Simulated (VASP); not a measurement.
BN: relaxation of cell and atoms with PBE+D3(BJ)

Crystal: BN.

```
CELL_PARAMETERS angstrom
2.50681 0.00000 0.00000
-1.25341 2.17096 0.00000
0.00000 0.00000 6.58558
ATOMIC_POSITIONS crystal
B 0.33333 0.66667 0.25000
B 0.66667 0.33333 0.75000
N 0.33333 0.66667 0.75000
N 0.66667 0.33333 0.25000
```

```json
{"Program": "VASP 6.6.1", "Task": "relaxation of cell and atoms", "Functional": "PBE", "Dispersion": "D3(BJ)", "Potentials or basis": "VASP PAW PBE potentials, release 64 (B, N)", "Cutoff": "520 eV", "k mesh": "9 × 9 × 4", "Occupations": "gaussian, width 0.02 eV", "Spin": "no spin polarisation", "Further INCAR settings": "ALGO = Normal; EDIFF = 1e-07; IBRION = 2; EDIFFG = -0.002; NSW = 80; ISIF = 3"}
```

```yaml
Pressure_after_relaxing: 0.0 GPa
Band_gap_on_the_k_mesh: 4.38 eV, indirect (least direct gap 4.63 eV)
Dispersion_energy_per_atom: -0.142 eV
```

Final structure:
```yaml
crystal:
  lattice:
    - [2.50681, 0.00000, 0.00000]
    - [-1.25341, 2.17096, 0.00000]
    - [0.00000, 0.00000, 6.58558]
  atoms:
    - { symbol: B, position: [0.33333, 0.66667, 0.25000] }
    - { symbol: B, position: [0.66667, 0.33333, 0.75000] }
    - { symbol: N, position: [0.33333, 0.66667, 0.75000] }
    - { symbol: N, position: [0.66667, 0.33333, 0.25000] }
```

Levels at points of the mesh, in eV from the valence-band top:
```tsv
k point	band 5	band 6	band 7	band 8	band 9	band 10	band 11	band 12
(0.00, 0.00, 0.00)	-1.33	-1.33	-1.29	-1.29	5.31	10.40	11.52	11.52
(0.00, 0.00, 0.50)	-1.31	-1.31	-1.31	-1.31	7.72	7.72	11.58	11.58
```

Run time: 10 s on 1 thread of Intel(R) Xeon(R) Platinum 8488C (Sapphire Rapids), on a shared host, peak memory 0.16 GiB.

Caveat: the relaxation stopped at its first step, so nothing moved; an odd mesh through Γ misses points on the zone boundary, where band edges often lie.
